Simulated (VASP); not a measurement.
Output of a VASP run:

**OSZICAR**
```
       N       E                     dE             d eps       ncg     rms          rms(c)
DAV:   1     0.667002178080E+02    0.66700E+02   -0.14554E+04  2850   0.167E+03
DAV:   2    -0.766498857412E+02   -0.14335E+03   -0.13969E+03  3656   0.351E+02
DAV:   3    -0.805901366261E+02   -0.39403E+01   -0.39369E+01  3781   0.568E+01
DAV:   4    -0.806114455237E+02   -0.21309E-01   -0.21307E-01  3508   0.451E+00
DAV:   5    -0.806116415712E+02   -0.19605E-03   -0.19604E-03  3739   0.385E-01    0.542E+01
DAV:   6    -0.681260372537E+02    0.12486E+02   -0.16433E+01  3389   0.324E+01    0.416E+01
DAV:   7    -0.696205592772E+02   -0.14945E+01   -0.25904E+00  3333   0.143E+01    0.247E+01
DAV:   8    -0.667561282083E+02    0.28644E+01   -0.17693E+00  2850   0.162E+01    0.322E+00
DAV:   9    -0.683577967091E+02   -0.16017E+01   -0.81195E-01  2850   0.109E+01    0.567E+00
DAV:  10    -0.686575236854E+02   -0.29973E+00   -0.81384E-01  3494   0.806E+00    0.271E+00
DAV:  11    -0.685534453509E+02    0.10408E+00   -0.42875E-02  3319   0.198E+00    0.126E+00
DAV:  12    -0.685509953508E+02    0.24500E-02   -0.98967E-03  3571   0.989E-01    0.727E-01
DAV:  13    -0.685577837734E+02   -0.67884E-02   -0.66266E-03  3270   0.701E-01    0.377E-01
DAV:  14    -0.685569715348E+02    0.81224E-03   -0.84990E-04  3466   0.260E-01    0.325E-01
DAV:  15    -0.685578411919E+02   -0.86966E-03   -0.14209E-03  3543   0.302E-01    0.458E-02
DAV:  16    -0.685578389257E+02    0.22662E-05   -0.48774E-05  3606   0.590E-02    0.101E-02
DAV:  17    -0.685578438230E+02   -0.48972E-05   -0.51359E-06  3207   0.241E-02    0.723E-03
DAV:  18    -0.685578451967E+02   -0.13737E-05   -0.71400E-07  3172   0.119E-02    0.481E-03
DAV:  19    -0.685578448784E+02    0.31828E-06   -0.42495E-07  3480   0.575E-03    0.347E-04
DAV:  20    -0.685578450239E+02   -0.14549E-06   -0.31113E-08  2020   0.235E-03    0.811E-04
DAV:  21    -0.685578450562E+02   -0.32268E-07   -0.87091E-09  1754   0.107E-03
   1 F= -.68557845E+02 E0= -.68557845E+02  d E =-.827781E-19
```

### OUTCAR
```
------------------------ aborting loop because EDIFF is reached ----------------------------------------
  FORCE on cell =-STRESS in cart. coord.  units (eV):
  Direction    XX          YY          ZZ          XY          YZ          ZX
  --------------------------------------------------------------------------------------
  Total       -0.0653169     -0.0667596     -0.0653169     -0.0000000      0.0000000      0.3073821
  in kB       -3.2811669     -3.3536387     -3.2811669     -0.0000000      0.0000000     15.4412005
  external PRESSURE =      -3.3053242 kB  Pullay stress =       0.0000000 kB
  volume of cell :       31.89
      direct lattice vectors                 reciprocal lattice vectors
    -0.018878265  2.517102044  2.517102044    -0.197162414  0.198641132  0.197162414
     2.498223778  0.000000000  2.498223778     0.200142199 -0.198641132  0.200142199
     2.517102044  2.517102044 -0.018878265     0.197162414  0.198641132 -0.197162414
 POSITION                                       TOTAL-FORCE (eV/Angst)
 -----------------------------------------------------------------------------------
      0.00000      0.00000      0.00000         0.000000      0.000000      0.000000
      1.24911      1.25855      1.24911         0.000000      0.112911      0.000000
      3.74734      3.77565      3.74734        -0.000000     -0.112911     -0.000000
 -----------------------------------------------------------------------------------
    total drift:                                0.000000      0.000000      0.000000
  FREE ENERGIE OF THE ION-ELECTRON SYSTEM (eV)
  ---------------------------------------------------
  free  energy   TOTEN  =       -68.5578450562 eV

  energy  without entropy=      -68.5578450562  energy(sigma->0) =      -68.55784506
```
(Selected blocks of OUTCAR.)

File POSCAR:
```
HfO2
1
   -0.0188782653     2.5171020438     2.5171020438
    2.4982237785     0.0000000000     2.4982237785
    2.5171020438     2.5171020438    -0.0188782653
Hf O
1 2
Direct
  0.0000000000   0.0000000000   0.0000000000
  0.2500000000   0.2500000000   0.2500000000
  0.7500000000   0.7500000000   0.7500000000
```

Q: Reconstruct the remaining input files.

A: One answer among several that fit: the input of the run itself, r2SCAN meta-GGA, plane waves, VASP's PBE PAW potentials (set 64).

### INCAR
```
# general
SYSTEM  = HfO2
PREC    = Accurate
ENCUT   = 600
LREAL   = .False.   # projection in real space or not
LASPH   = .True.   # aspherical one-centre terms

# electronic loop
EDIFF   = 1E-7
NELM    = 100   # most electronic steps
ALGO    = Normal   # blocked Davidson
LMAXMIX = 6
LMIXTAU = .True.

# smearing
ISMEAR  = 0   # Gaussian
SIGMA   = 0.05

# functional
METAGGA = R2SCAN

# ions
ISIF    = 2   # forces and stress, cell fixed

# output
LWAVE   = .False.
LCHARG  = .False.
```

File KPOINTS:
```
Automatic mesh
0
Gamma
8 8 8
0 0 0
```

POTCAR, in this order: Hf_pv O (PBE.64 set). Program: vasp_std.

The compound is HfO2 in the fluorite structure, the high-temperature cubic form, which is unstable at 0 K; the monoclinic form is the stable one. This cell was strained or had an atom moved on purpose.
